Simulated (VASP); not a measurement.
A run of VASP 6.6.1 is set up as follows.

Contents of INCAR:

```
SYSTEM = InSb
ALGO     = Normal         ! electronic algorithm
EDIFF    = 1E-6           ! SCF threshold, eV
EDIFFG   = -0.01          ! ionic threshold
ENCUT    = 600            ! plane-wave cutoff, eV
GGA      = PS             ! functional
IBRION   = 2              ! ionic algorithm
ISIF     = 3              ! what is computed and relaxed
ISMEAR   = 0              ! smearing method
KPAR     = 2            
LASPH    = .TRUE.         ! aspherical terms in the spheres
LCHARG   = .FALSE.        ! write CHGCAR
LREAL    = .FALSE.        ! projectors in reciprocal space
LWAVE    = .FALSE.        ! write WAVECAR
NELM     = 80             ! most SCF steps
NSW      = 90             ! ionic steps
PREC     = Accurate       ! precision mode
SIGMA    = 0.03           ! smearing width, eV
```

The input KPOINTS:

```
k-points
0
G
  10 10 10
  0 0 0
```

POSCAR

```
InSb
1.0
    0.0000000000      3.2391000000      3.2391000000
    3.2391000000      0.0000000000      3.2391000000
    3.2391000000      3.2391000000      0.0000000000
In Sb
1 1
Direct
    0.0000000000      0.0000000000      0.0000000000
    0.2500000000      0.2500000000      0.2500000000
```

Potentials or basis: VASP PAW PBE potentials, release 64 (In_d, Sb).

Run with:

```console
$ cat potpaw_PBE.64/In_d/POTCAR potpaw_PBE.64/Sb/POTCAR > POTCAR
$ mpirun -np 2 vasp_std > vasp.out
```

(1) Estimate the relaxed cell.

(2) Predict the space group after relaxing (to 0.05 Å).

Results:

(1) a = 4.611 Å, b = 4.611 Å, c = 4.611 Å, α = 60.00°, β = 60.00°, γ = 60.00°.

(2) F-43m (No. 216).
